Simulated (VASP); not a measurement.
Given:

AgCl is taken in the cubic space group Fm-3m (No. 225), the rock salt structure, Pearson symbol cF8. Cell: a = b = c = 5.478 Å, α = β = γ = 90.00°. Ag on 4a has 6 Cl at 2.739 Å (octahedral). Cl on 4b has 6 Ag at 2.739 Å (octahedral). (Neighbours: up to the widest gap in distance over summed covalent radii, below 1.35, at either atom; cation-cation and far metal-metal contacts left out.)
(The calculation used a cell of 2 atoms; values per cell refer to that cell.)

All values below come from HSEsol screened hybrid, VASP's PBE PAW potentials (set 64) (plane waves; VASP). Run with 520 eV cut-off, 6×6×6 Γ-centred mesh, Gaussian smearing of 0.050 eV, potentials Ag Cl.

Problem. Give the energy at these volumes per atom, relative to the lowest: 20.05, 20.71, 21.37, 22.03, 22.69 Å³.

Solution. 1.9, 0.0, 4.6, 14.8, 29.5 meV/atom. A third-order Birch-Murnaghan fit gives B0 = 51.8 GPa and B0′ = 4.8.

The compound is AgCl in the rock salt structure. It was relaxed first. The cell's shape comes from a PBE relaxation.
